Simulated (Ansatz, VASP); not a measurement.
**Two plane-wave programs on Al3Ag**

The input INCAR:

```
SYSTEM = Al3Ag
PREC = Accurate
ENCUT = 520
EDIFF = 1E-6
ISMEAR = 1
SIGMA = 0.15
LREAL = .False.
LASPH = .True.
NELM = 80
ALGO = Normal
ISIF = 2
LWAVE = .False.
LCHARG = .False.
GGA = CA
NBANDS = 18
```

KPOINTS

```
Automatic mesh
0
Gamma
  6 6 6
  0 0 0
```

The input POSCAR:

```
Al3Ag
1.0
    4.1875703557      0.0000000000      0.0000000000
    0.0000000000      4.1875703557      0.0000000000
    0.0000000000      0.0000000000      4.1875703557
Al Ag
3 1
Direct
    0.0000000000      0.5000000000      0.5000000000
    0.5000000000      0.0000000000      0.5000000000
    0.5000000000      0.5000000000      0.0000000000
    0.0000000000      0.0000000000      0.0000000000
```

Input for Ansatz:

```yaml
crystal:
  lattice:
    - [4.187570355672243, 0.0, 0.0]
    - [0.0, 4.187570355672243, 0.0]
    - [0.0, 0.0, 4.187570355672243]
  atoms:
    - { symbol: Al, position: [0.0, 0.5, 0.5] }
    - { symbol: Al, position: [0.5, 0.0, 0.5] }
    - { symbol: Al, position: [0.5, 0.5, 0.0] }
    - { symbol: Ag, position: [0.0, 0.0, 0.0] }
accuracy: low
basis:
  ecutwfc: 500.0
kpoints:
  mp_grid:
    grid: [6, 6, 6]
hamiltonian:
  xc: lda
scf:
  max_iter: 200
  algorithm: direct_min
  n_extra_bands: 4
  self_checks: high
  occupations:
    method: cold
    width: 0.15
output:
  stress: true
```

The cell comes from a database or a generator and needn't be the stable form of this composition.

Alike in both runs: task single point; functional LDA; k mesh 6 × 6 × 6; no spin polarisation.

|  | VASP | Ansatz |
| --- | --- | --- |
| version | VASP 6.6.1 | Ansatz 0.2.0 |
| potentials or method | VASP PAW LDA potentials, release 64 (Al, Ag) | plane waves, PAW |
| plane-wave cutoff (eV) | 520 | 500 |
| occupations | methfessel-paxton of order 1, width 0.15 eV | cold, width 0.15 eV |
| valence electrons in the cell | 20 | 28 |

|  | VASP | Ansatz | Ansatz less VASP |
| --- | --- | --- | --- |
| gap on the k mesh at the Fermi level (eV) | none | none | - |
| pressure (GPa) | -9.3 | -9.4 | -0.12 |

A gap of «none» marks a metal or a gap that the smearing closes. The two sets of potentials don't hold the same shells in valence.
